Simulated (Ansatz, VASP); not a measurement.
# Mg3SiO in two plane-wave programs, part 3 of 3

Aim: how closely do two programs agree when they are given the same cell, functional and k mesh? The cell is generated by rule, not measured, and may not be a known phase. The cell is taken from a series of runs on this material, whose earlier steps may have relaxed, scaled, displaced or heated it; both programs get it as it stands.

VASP 6.6.1 and Ansatz 0.2.0.

So far: Starting point; Ansatz: zone-centre phonons, PBE; VASP: zone-centre phonons, PBE; Differences.

The structure was built from a prototype and need not be the compound's stable phase.

### 5. Ansatz: relaxation, PBE

Level of this step: Ansatz beside VASP: Kohn-Sham DFT, plane waves, PBE (Ansatz).

This run makes the geometry at which the two programs are then compared.

The structure compared here is the end of the Ansatz relaxation.

Contents of input.yaml:

```yaml
crystal:
  lattice:
    - [-4.2216622333, 0.0, 0.0]
    - [0.0, -4.2216622333, -4.2216622333]
    - [0.0, -4.2216622333, 4.2216622333]
  atoms:
    - { symbol: Mg, position: [1.0, 0.0, 0.5] }
    - { symbol: Mg, position: [1.0, 0.5, 0.0] }
    - { symbol: Mg, position: [0.5, 0.2878997634, 0.7121002366] }
    - { symbol: Mg, position: [0.5, 0.7121002366, 0.2878997634] }
    - { symbol: Mg, position: [0.5, 0.7878997634, 0.7878997634] }
    - { symbol: Mg, position: [0.5, 0.2121002366, 0.2121002366] }
    - { symbol: Si, position: [0.0, 0.5, 0.5] }
    - { symbol: Si, position: [0.0, 1.0, 0.0] }
    - { symbol: O, position: [0.5, 0.0, 0.5] }
    - { symbol: O, position: [0.5, 0.5, 0.0] }
kpoints:
  mp_grid: { grid: [8, 6, 6] }
hamiltonian:
  xc: pbe
  pseudopotentials: { kind: nc }
scf:
  occupations: { method: methfessel_paxton, width: 0.2 }
output:
  forces: true
  stress: true
  eigenvalues: true
relax:
  adjacent_minimum: "off"
  f_tol: 0.002
  max_steps: 120
  cell: { stress_tol: 0.03 }
```

On the command line:

```bash
> ansatz run input.yaml --threads 8 --pin off --max-ram 14336MiB --backend cpu --events-out ev --progress --plain --runs-dir out
```

Numbers of over 12 decimals in the logs are rounded to 6 here.

Output:

```text
[...]
Crystal: 10 atoms, lattice volume = 150.481 Å³
Basis set: ecut = 1240 eV, 14893 PW (Γ), exchange–correlation on 100×144×144 points (8 copies of the dense FFT grid, shifted against one another)
Bands: 50, of which v1, the nominal top of the filled ones, is band 40 counted from 1 (39 counted from 0)
Symmetry: 16 space group operations
[...]
k-points: 50 of 288
[...]
- { symbol: Mg, position: [0.500000, 0.285468, 0.714532] }
    - { symbol: Mg, position: [0.500000, 0.714532, 0.285468] }
    - { symbol: Mg, position: [0.500000, 0.785468, 0.785468] }
    - { symbol: Mg, position: [0.500000, 0.214532, 0.214532] }
    - { symbol: Si, position: [0, 0.500000, 0.500000] }
    - { symbol: Si, position: [0, 1.000000, 0.0] }
    - { symbol: O, position: [0.500000, 0.0, 0.500000] }
    - { symbol: O, position: [0.500000, 0.500000, 0.0] }
[key lines of the parts left out:]
SCF converged after 5 iterations
Free energy (F): -10861.287707 eV
Fermi energy:    8.368711 eV
P = ⅓ Tr σ = 0.0057 GPa (0.057 kbar)
```

### 6. VASP: single point, PBE

The same cell, functional, mesh and smearing now go to VASP, with its own data sets and cutoff.

Contents of INCAR:

```
SYSTEM = Mg3SiO
PREC = Accurate
ENCUT = 520
EDIFF = 1E-06
NELM = 100
ISMEAR = 1
SIGMA = 0.2
LREAL = .FALSE.
ALGO = Normal
GGA = PE
NBANDS = 26
LORBIT = 11
LWAVE = .FALSE.
LCHARG = .FALSE.
KPAR = 4
ISIF = 2
```

Contents of POSCAR:

```
Mg3SiO
1.0
   -4.2577568934      0.0000000000      0.0000000000
    0.0000000000     -4.2130347881     -4.2130347881
    0.0000000000     -4.2130347881      4.2130347881
Mg Si O
6 2 2
Direct
    0.0000000000      0.0000000000      0.5000000000
    0.0000000000      0.5000000000      0.0000000000
    0.5000000000      0.2854683126      0.7145316874
    0.5000000000      0.7145316874      0.2854683126
    0.5000000000      0.7854683126      0.7854683126
    0.5000000000      0.2145316874      0.2145316874
    0.0000000000      0.5000000000      0.5000000000
    0.0000000000      0.0000000000      0.0000000000
    0.5000000000      0.0000000000      0.5000000000
    0.5000000000      0.5000000000      0.0000000000
```

Contents of KPOINTS:

```
Automatic mesh
0
Gamma
8 6 6
0 0 0
```

PAW data sets: Mg, Si and O (PBE family, release 64).

On the command line:

```bash
> mpirun -np 4 vasp_std
```

Output:

```text
[banner, memory and clock lines left out]
running    4 mpi-ranks, on    1 nodes
[...]
LDA part: xc-table for (Slater+PW92), standard interpolation
 POSCAR, INCAR and KPOINTS ok, starting setup
[...]
entering main loop
       N       E                     dE             d eps       ncg     rms          rms(c)
DAV:   1     0.111690467867E+03    0.11169E+03   -0.12397E+04  2600   0.100E+03
DAV:   2    -0.308539438069E+02   -0.14254E+03   -0.13214E+03  3370   0.181E+02
DAV:   3    -0.444133531265E+02   -0.13559E+02   -0.13440E+02  3276   0.576E+01
DAV:   4    -0.445594541060E+02   -0.14610E+00   -0.14594E+00  3032   0.656E+00
[...]
DAV:  12    -0.399303559385E+02    0.86055E-04   -0.80139E-04  2820   0.166E-01    0.142E-02
DAV:  13    -0.399303577926E+02   -0.18541E-05   -0.68804E-05  2890   0.442E-02    0.854E-03
DAV:  14    -0.399303579225E+02   -0.12990E-06   -0.46857E-06  2776   0.111E-02
   1 F= -.39930358E+02 E0= -.39930542E+02  d E =0.552681E-03
```

Parts of OUTCAR (step 6):

```text
  Total       -0.3289281     -0.3228174     -0.3228174      0.0000000     -0.0000000      0.0000000
  in kB       -3.4866677     -3.4218939     -3.4218939      0.0000000     -0.0000000      0.0000000
  external PRESSURE =      -3.4434851 kB  Pullay stress =       0.0000000 kB

 POSITION                                       TOTAL-FORCE (eV/Angst)
 -----------------------------------------------------------------------------------
      0.00000     -2.10652      2.10652         0.000000      0.000000      0.000000
      0.00000     -2.10652     -2.10652         0.000000      0.000000      0.000000
     -2.12888     -4.21303      1.80766        -0.000000      0.000000      0.004893
     -2.12888     -4.21303     -1.80766         0.000000      0.000000     -0.004893
     -2.12888     -6.61841      0.00000        -0.000000      0.004893      0.000000
     -2.12888     -1.80766      0.00000         0.000000     -0.004893      0.000000
      0.00000     -4.21303      0.00000         0.000000      0.000000      0.000000
      0.00000      0.00000      0.00000         0.000000      0.000000      0.000000
     -2.12888     -2.10652      2.10652         0.000000      0.000000      0.000000
     -2.12888     -2.10652     -2.10652         0.000000      0.000000      0.000000
 -----------------------------------------------------------------------------------
    total drift:                               -0.000000      0.000000     -0.000000

  FREE ENERGIE OF THE ION-ELECTRON SYSTEM (eV)
  ---------------------------------------------------
  free  energy   TOTEN  =       -39.9303579225 eV

  energy  without entropy=      -39.9309106030  energy(sigma->0) =      -39.93054215

[... 3 further parts left out ...]
[key lines of the parts left out:]
E-fermi :   5.2536
```

The run ends at a pressure of -0.34 GPa, with forces up to 0.0049 eV/Å.

### 7. Differences

What differs besides the data sets and the points named for the pairs above, as far as they apply: the data sets hold 80 valence electrons in Ansatz (NC files) and 32 in VASP; Ansatz's pressure holds a Pulay correction, VASP's none. Total energies have different zeros and are not compared.

Both answers:

```
      quantity  Ansatz   VASP  difference
pressure (GPa)    0.01  -0.34       +0.35
```

At this near-relaxed geometry the largest component of a force difference is 6 meV/Å.

### 8. Outcome

| Item | Value |
| --- | --- |
| r.m.s. difference of the optical zone-centre modes, each program's sorted by frequency (zone-centre phonons, PBE) | 0.63 cm⁻¹ |
| difference in pressure (single point, PBE) | 0.35 GPa |

**Reading.** The difference in pressure is 0.35 GPa (single point, PBE), within the 1 GPa picked in this series as the mark of a large difference. How closely two codes agree says nothing of how well the functional describes the real material.

[Lines on the potential files, build, host, timing and source positions are cut from VASP's logs without a mark.]

[Logs are printed without paths, hosts, clocks, repeated set-up lines and the standing remarks that a program may print on its own settings, such as how far it seeks lower states.]

[Hosts, paths, dates, database ids (printed as entryN), source tags and the programs' standing remarks are cut or masked in the printed files.]
